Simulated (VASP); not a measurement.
Shape and ions are relaxed at each volume.

Energy against volume of ZnO (wurtzite). The numbers are results of vdW-DF-cx, VASP's PBE PAW potentials (set 64) (plane waves; VASP), not measurements.

```
V (Å³/atom)  E (eV/atom)
-----------  -----------
11.240          -2.20272
11.599          -2.21937
11.958          -2.22475
12.316          -2.22059
12.675          -2.20835
```

### Question
Fit a third-order Birch-Murnaghan equation of state.

### Answer

| Property | Value |
|---|---|
| volume per atom | 11.97 Å³/atom |
| bulk modulus | 141 GPa |
| pressure derivative of the bulk modulus | 4.54 |

Measured: bulk modulus 143 GPa (computed value off by -1.4 %), as given by Cormac Toher et al., Physical Review Materials (2017), arXiv:1611.05714. The calculation is for a static lattice, while the measured bulk modulus holds thermal and zero-point effects, which are part of the difference.

The compound is ZnO in the wurtzite structure. It was relaxed first.
